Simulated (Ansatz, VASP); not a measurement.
## Two plane-wave programs on KTaP2

```
K Ta P
1.0
     3.60599    0.00000    0.00000
    -1.80299    3.12288    0.00000
     0.00000    0.00000    7.89620
K Ta P
1 1 2
Cartesian
  0.0000 0.0000 0.0000
  0.0000 0.0000 3.9481
  0.0000 2.0819 5.4224
  1.8030 1.0410 2.4738
```

Alike in both runs: functional PBE; k mesh 6 × 6 × 4; occupations gaussian, width 0.1 eV; no spin polarisation.

Ansatz relaxed the structure, and its values are those at the end. VASP's run is a single point on that final structure, the one shown.

```csv
,VASP,Ansatz
version,VASP 6.6.1,Ansatz 0.2.0
potentials or method,"VASP PAW PBE potentials, release 64 (K_sv, Ta_pv, P)","scalar-relativistic, plane waves, PAW"
plane-wave cutoff (eV),520,420
valence electrons in the cell,30,32
```

|  | VASP | Ansatz | Ansatz less VASP |
| --- | --- | --- | --- |
| gap on the k mesh at the Fermi level (eV) | none | none | - |
| pressure (GPa) | 0.0 | 0.0 | -0.04 |
| rms of the force components (eV/Å) | 0.003 | 0.001 | -0.0020 |

A gap of «none» marks a metal or a gap that the smearing closes. With one functional, cell and mesh, what is left measures potentials, basis and numerics. The two sets of potentials don't hold the same shells in valence.

The runs have no spin-orbit coupling, so splittings on Ta are missing.
